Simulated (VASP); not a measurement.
Output of a VASP run:

File OUTCAR:
```
 ion  position               nearest neighbor table
   1  0.000  0.500  0.000-   4 2.57   5 2.57   4 2.57   5 2.57   3 2.61   3 2.61   6 2.61   6 2.61
                             2 2.61   2 2.61
   2  0.500  0.000  0.000-   4 2.57   5 2.57   4 2.57   5 2.57   6 2.61   6 2.61   1 2.61   3 2.61
                             3 2.61   1 2.61
   3  0.500  0.500  0.000-   4 2.57   5 2.57   4 2.57   5 2.57   1 2.61   1 2.61   6 2.61   2 2.61
                             2 2.61   6 2.61
   4  0.667  0.333  0.500-   1 2.57   1 2.57   2 2.57   2 2.57   3 2.57   3 2.57   5 3.01   5 3.01
                             5 3.01   6 3.66   6 3.66   6 3.66   6 3.66   6 3.66   6 3.66
   5  0.333  0.667  0.500-   1 2.57   1 2.57   2 2.57   2 2.57   3 2.57   3 2.57   4 3.01   4 3.01
                             4 3.01   6 3.66   6 3.66   6 3.66   6 3.66   6 3.66   6 3.66
   6  0.000  0.000  0.000-   2 2.61   2 2.61   3 2.61   1 2.61   1 2.61   3 2.61   5 3.66   4 3.66
                             5 3.66   4 3.66   4 3.66   5 3.66   5 3.66   4 3.66   5 3.66   5 3.66
  LATTYP: Found a hexagonal cell.
 ALAT       =     5.2129900000
 C/A-ratio  =     0.7982382471
 Subroutine PRICEL returns:
 Original cell was already a primitive cell.
 Subroutine GETGRP returns: Found 24 space group operations
The static configuration has the point symmetry D_6h.
The dynamic configuration has the point symmetry D_6h.
 Subroutine INISYM returns: Found 24 space group operations
 Subroutine IBZKPT returns following result:
 Found      4 irreducible k-points:

 Following reciprocal coordinates:
            Coordinates               Weight
  0.000000  0.000000  0.000000      1.000000
  0.500000  0.000000  0.000000      3.000000
  0.000000  0.000000  0.500000      1.000000
  0.500000  0.000000  0.500000      3.000000
   k-points           NKPTS =      4   k-points in BZ     NKDIM =      4   number of bands    NBANDS=     41
   number of dos      NEDOS =    301   number of ions     NIONS =      6
   total plane-waves  NPLWV =  10368
   dimension x,y,z NGX =    24 NGY =   24 NGZ =   18
   dimension x,y,z NGXF=    48 NGYF=   48 NGZF=   36
   ions per type =               3   3
   PREC   = accura    normal or accurate (medium, high low for compatibility)
   ISTART =      0    job   : 0-new  1-cont  2-samecut
   ICHARG =      2    charge: 1-file 2-atom 10-const
   ISPIN  =      1    spin polarized calculation?
   LNONCOLLINEAR =      F non collinear calculations
   LSORBIT =      F    spin-orbit coupling
   INIWAV =      1    electr: 0-lowe 1-rand  2-diag
   ENCUT  =  150.0 eV  11.02 Ry    3.32 a.u.   5.21  5.21  4.16*2*pi/ulx,y,z
   NELM   =    100;   NELMIN=  2; NELMDL= -5     # of ELM steps
   EDIFF  = 0.1E-05   stopping-criterion for ELM
   LREAL  =      F    real-space projection
   NLSPLINE    = F    spline interpolate recip. space projectors
   LMAXMIX     =    4 max onsite mixed and CHGCAR
   VOSKOWN=      0    Vosko Wilk Nusair interpolation
   EDIFFG = 0.1E-04   stopping-criterion for IOM
   NSW    =      0    number of steps for IOM
   NBLOCK =      1;   KBLOCK =      1    inner block; outer block
   IBRION =     -1    ionic relax: 0-MD 1-quasi-New 2-CG
   NFREE  =      0    steps in history (QN), initial steepest desc. (CG)
   ISIF   =      2    stress and relaxation
   ISYM   =      2    0-nonsym 1-usesym 2-fastsym
   TEIN   =    0.0    initial temperature
   TEBEG  =    0.0;   TEEND  =   0.0 temperature during run
   SMASS  =  -3.00    Nose mass-parameter (am)
   PSTRESS=    0.0 pullay stress
   NELECT =      69.0000    total number of electrons
   EFERMI =   0.00;   METHOD = LEGACY
   ISMEAR =    -1;   SIGMA  =   0.10  broadening in eV -4-tet -1-fermi 0-gaus
   IALGO  =     38    algorithm
   LDIAG  =      T    sub-space diagonalisation (order eigenvalues)
   IMIX   =      4    mixing-type and parameters
     AMIX     =   0.40;   BMIX     =  1.00
     AMIX_MAG =   1.60;   BMIX_MAG =  1.00
     AMIN     =   0.10
   GGA     = PE    functional components
   VOSKOWN =     0    Vosko Wilk Nusair interpolation
   LHFCALC =     F    Hartree Fock is set to
   LHFONE  =     F    Hartree Fock one center treatment
   AEXX    =    0.0000 exact exchange contribution
   IVDW    =     0    specifies the selected vdW correction
   LEPSILON=     F    determine dielectric tensor
   LRPA    =     F    only Hartree local field effects (RPA)
  energy-cutoff  :      150.00
...
```

OSZICAR:
```
       N       E                     dE             d eps       ncg     rms          rms(c)
DAV:   1     0.349758357861E+03    0.34976E+03   -0.17354E+04   328   0.872E+02
DAV:   2    -0.263209433333E-01   -0.34978E+03   -0.33805E+03   346   0.286E+02
DAV:   3    -0.203957627285E+02   -0.20369E+02   -0.20122E+02   387   0.694E+01
DAV:   4    -0.206419372310E+02   -0.24617E+00   -0.24520E+00   383   0.713E+00
DAV:   5    -0.206445024387E+02   -0.25652E-02   -0.25638E-02   365   0.698E-01    0.465E+01
DAV:   6    -0.214514537747E+02   -0.80695E+00   -0.18048E+02   337   0.637E+01    0.257E+01
DAV:   7    -0.714895097840E+01    0.14303E+02   -0.66317E+01   361   0.419E+01    0.114E+01
DAV:   8    -0.645050293662E+01    0.69845E+00   -0.52693E+00   341   0.121E+01    0.234E+00
DAV:   9    -0.644180680252E+01    0.86961E-02   -0.31267E-01   355   0.318E+00    0.136E+00
DAV:  10    -0.644600339400E+01   -0.41966E-02   -0.71015E-02   347   0.159E+00    0.693E-01
DAV:  11    -0.643552428790E+01    0.10479E-01   -0.11232E-02   363   0.958E-01    0.183E-01
DAV:  12    -0.643490678334E+01    0.61750E-03   -0.14103E-03   390   0.285E-01    0.470E-02
DAV:  13    -0.643483600476E+01    0.70779E-04   -0.24164E-04   357   0.106E-01    0.137E-02
DAV:  14    -0.643482545536E+01    0.10549E-04   -0.13936E-05   373   0.348E-02    0.785E-03
DAV:  15    -0.643482267998E+01    0.27754E-05   -0.11542E-06   210   0.646E-03    0.151E-03
DAV:  16    -0.643482127056E+01    0.14094E-05   -0.24858E-07   167   0.314E-03    0.456E-04
DAV:  17    -0.643482107710E+01    0.19346E-06   -0.42197E-08   167   0.123E-03
   1 F= -.64348211E+01 E0= -.63814344E+01  d E =-.106773E+00
```

### OUTCAR
```
------------------------ aborting loop because EDIFF is reached ----------------------------------------
  FORCE on cell =-STRESS in cart. coord.  units (eV):
  Direction    XX          YY          ZZ          XY          YZ          ZX
  --------------------------------------------------------------------------------------
  Total     -252.3467204   -252.3467462   -262.3601905      0.0000000      0.0000000      0.0000000
  in kB    -4128.4248640  -4128.4252853  -4292.2465244      0.0000000      0.0000000      0.0000000
  external PRESSURE =   -4183.0322246 kB  Pullay stress =       0.0000000 kB
  volume of cell :       97.93
      direct lattice vectors                 reciprocal lattice vectors
     5.212990000  0.000000000  0.000000000     0.191828490  0.110752225  0.000000000
    -2.606495000  4.514582000  0.000000000     0.000000000  0.221504449  0.000000000
     0.000000000  0.000000000  4.161208000     0.000000000  0.000000000  0.240314832
 POSITION                                       TOTAL-FORCE (eV/Angst)
 -----------------------------------------------------------------------------------
     -1.30325      2.25729      0.00000         0.000000      0.000000      0.000000
      2.60649      0.00000      0.00000         0.000000      0.000000      0.000000
      1.30325      2.25729      0.00000         0.000000      0.000000      0.000000
      2.60650      1.50486      2.08060         0.000000     -0.000000      0.000000
     -0.00000      3.00972      2.08060        -0.000000      0.000000      0.000000
      0.00000      0.00000      0.00000         0.000000      0.000000      0.000000
 -----------------------------------------------------------------------------------
    total drift:                                0.000000      0.000000      0.000000
  FREE ENERGIE OF THE ION-ELECTRON SYSTEM (eV)
  ---------------------------------------------------
  free  energy   TOTEN  =        -6.4348210771 eV

  energy  without entropy=       -6.3280477319  energy(sigma->0) =       -6.38143440
```
(Selected blocks of OUTCAR.)

File POSCAR:
```
CoSn
1
    5.2129900000     0.0000000000     0.0000000000
   -2.6064950000     4.5145820000     0.0000000000
    0.0000000000     0.0000000000     4.1612080000
Co Sn
3 3
Direct
  0.0000000000   0.5000000000   0.0000000000
  0.5000000000   0.0000000000   0.0000000000
  0.5000000000   0.5000000000   0.0000000000
  0.6666670000   0.3333330000   0.5000000000
  0.3333330000   0.6666670000   0.5000000000
  0.0000000000   0.0000000000   0.0000000000
```

Question: Write an INCAR and KPOINTS that could have produced this output.

Answer: One answer among several that fit: the input of the run itself, PBE GGA, plane waves, VASP's PBE PAW potentials (set 64).

File KPOINTS:
```
Automatic
0
gamma
2 2 2
```

### INCAR
```
SYSTEM=CoSn
PREC=Accurate; ENCUT=150; LREAL=.FALSE.
LASPH=.TRUE.
EDIFF=1E-6; NELM=100; ALGO=Normal
LMAXMIX=4
ISMEAR=-1; SIGMA=0.1
GGA=PE
ISIF=2
LWAVE=.FALSE.; LCHARG=.FALSE.
```

POTCAR, in this order: Co Sn_d (PBE.64 set). Program: vasp_std.

At this cut-off the stress carries a Pulay error, which pulls relaxed volumes low.

The structure comes from a computed database's CoSn entry; how it stands against other phases isn't given here. The cell was not relaxed at this level. The k-mesh is coarse (spacing up to 0.75 per Å, 2π included), so the numbers may not be converged in it. The run is one of a series of settings (ENCUT = 150, KPOINTS 2×2×2 Γ-centred mesh against the base run), some of them coarse on purpose. The run is not spin-polarised, so no magnetic state was tried. The electron count is odd and the run is not spin-polarised, which forces a metal.
